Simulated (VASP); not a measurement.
Level of theory: r2SCAN meta-GGA, VASP's PBE PAW potentials (set 64) (plane waves; VASP).

The input files of a VASP run:

KPOINTS:
```
Automatic mesh
0
gamma
  7 7 7
0 0 0
```

File POSCAR:
```
LaN
1
   -0.0000000000     2.7999424949     2.7999424949
    2.7999424949     0.0000000000     2.7999424949
    2.7999424949     2.7999424949    -0.0000000000
La N
1 1
Direct
  0.0000000000   1.0000000000   1.0000000000
  0.2500000000   0.2500000000   0.2500000000
```

### INCAR
```
SYSTEM  =  LaN
PREC  =  Accurate; ENCUT  =  520; LREAL  =  .FALSE.
LASPH  =  .TRUE.
EDIFF  =  1E-6; NELM  =  100; ALGO  =  Normal
LMAXMIX  =  6; LMIXTAU  =  .TRUE.
ISMEAR  =  0; SIGMA  =  0.05
METAGGA  =  R2SCAN
IBRION  =  2; NSW  =  60; ISIF  =  3
EDIFFG  =  -0.01
LWAVE  =  .FALSE.; LCHARG  =  .FALSE.
```

POTCAR, in this order: La N (PBE.64 set). Program: vasp_std.

Task: What will the output report for the number of irreducible k-points (NKPTS), number of bands (NBANDS), largest plane-wave count, number of space-group operations, FFT grid (NGX, NGY, NGZ)?

Result: 
| Item | Result |
|---|---|
| number of irreducible k-points (NKPTS) | 20 |
| number of bands (NBANDS) | 12 |
| largest plane-wave count | 1243 |
| number of space-group operations | 24 |
| FFT grid (NGX, NGY, NGZ) | 30 × 30 × 30 |

The structure was generated: LaN was put into the zinc blende type (F-43m), which need not be its known phase. This run relaxes it. Symmetry was kept, so distortions that lower it aren't found. The start is the result of an earlier pass.
